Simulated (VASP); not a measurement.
Given:

```
CELL_PARAMETERS angstrom
      0.00000     1.95761     1.95761
      1.95761     0.00000     1.95761
      1.95761     1.95761     0.00000
ATOMIC_POSITIONS crystal
  Pt 0.00000 0.00000 0.00000
```

The numbers are results of PBEsol GGA, VASP's PBE PAW potentials (set 64) (plane waves; VASP), not measurements. Settings: 480 eV cut-off, 14×14×14 Γ-centred mesh, first-order Methfessel-Paxton smearing of 0.10 eV, potentials Pt.

Energy and stress use the plane-wave basis of the starting cell.

### Question
The ions, cell shape and volume at an external pressure of 30.0 GPa are relaxed. What does this cell relax into?

### Answer

```
CELL_PARAMETERS angstrom
      0.00000     1.90444     1.90444
      1.90444     0.00000     1.90444
      1.90444     1.90444     0.00000
ATOMIC_POSITIONS crystal
  Pt 0.00000 0.00000 0.00000
```
Space group Fm-3m (225), at a tolerance of 0.03 Å.

### Question
How do energy and volume change from the first to the last step?

### Answer
The energy (σ→0) changes by +102.2 meV/atom and the volume by -7.9 %, in 5 ionic steps.

| step | E(σ→0) (eV) | max force (eV/Å) | pressure (GPa) | volume (Å³) |
|---|---|---|---|---|
| 1 | -6.9713 | 0.000 | 0.03 | 15.00 |
| 2 | -2.7506 | 0.000 | 394.99 | 9.70 |
| 3 | -6.8987 | 0.000 | 24.63 | 13.99 |
| 4 | -6.8824 | 0.000 | 27.69 | 13.89 |
| 5 | -6.8691 | 0.000 | 30.00 | 13.81 |

The compound is Pt in the fcc structure. This run relaxes it under an external pressure of 30 GPa. Symmetry was kept, so distortions that lower it aren't found.
